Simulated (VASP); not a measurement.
Runs of VASP 6.6.1 on SiF4. The cell holds a molecule in a box, 5 atoms: a = 10.000 Å, b = 10.500 Å, c = 11.000 Å, α = 90.00°, β = 90.00°, γ = 90.00°. 

```csv
level,potentials or basis,gap on the mesh (eV)
r2SCAN,"VASP PAW PBE potentials, release 64 (Si, F)",(a)
PBE+D3(BJ),"VASP PAW PBE potentials, release 64 (Si, F)",9.13
PBE,"VASP PAW PBE potentials, release 64 (Si, F)",9.13
LDA,"VASP PAW LDA potentials, release 64 (Si, F)",9.39
```

Alike in all rows: task relaxation of the atoms; no spin polarisation; cell atoms relaxed; k mesh 1 × 1 × 1; cutoff (eV) 520; smearing gaussian 0.05 eV.

Problem. Estimate the missing entries.

Solution. (a) 10.41.

A k mesh can miss the band edges.

Not every run made on this cell is shown here.
